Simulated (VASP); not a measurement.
The system is Mg.

```
Mg
1.0
     3.20930    0.00000    0.00000
    -1.60465    2.77934    0.00000
     0.00000    0.00000    5.21030
Mg
2
Direct
  0.33333 0.66667 0.25000
  0.66667 0.33333 0.75000
```

| Property | Result |
| --- | --- |
| Program | VASP 6.6.1 |
| Task | relaxation of cell and atoms |
| Functional | PBEsol |
| Potentials or basis | VASP PAW PBE potentials, release 64 (Mg) |
| Cutoff | 600 eV |
| k mesh | 15 × 15 × 7 |
| Occupations | methfessel-paxton, width 0.1 eV |
| Spin | no spin polarisation |

At the start: pressure -1.2 GPa; volume 23.24 Å³/atom.

Q: How do energy, volume and symmetry change on relaxing?

A: Over 8 steps the energy falls by 3.6 meV/atom and the volume is 22.49 Å³/atom (-3.2 %); space group P6_3/mmc (No. 194, to 0.05 Å).

The path:
```csv
step,energy change (eV),largest force (eV/Å),pressure (GPa),volume (Å³)
1,0.0000,0.0000,-1.17,46.47
2,-0.0064,0.0000,-0.30,45.34
3,-0.0069,0.0000,0.04,44.93
4,-0.0069,0.0000,0.07,44.90
5,-0.0070,0.0000,0.03,44.94
6,-0.0071,0.0000,-0.04,45.02
7,-0.0071,0.0000,-0.05,45.04
8,-0.0071,0.0000,0.00,44.98
```

Final structure:
```
Mg
1.0
     3.19453    0.00000    0.00000
    -1.59726    2.76654    0.00000
     0.00000    0.00000    5.08900
Mg
2
Direct
  0.33333 0.66667 0.25000
  0.66667 0.33333 0.75000
```

Caveat: the PAW data sets were made with another functional, which shifts forces and pressure a little.
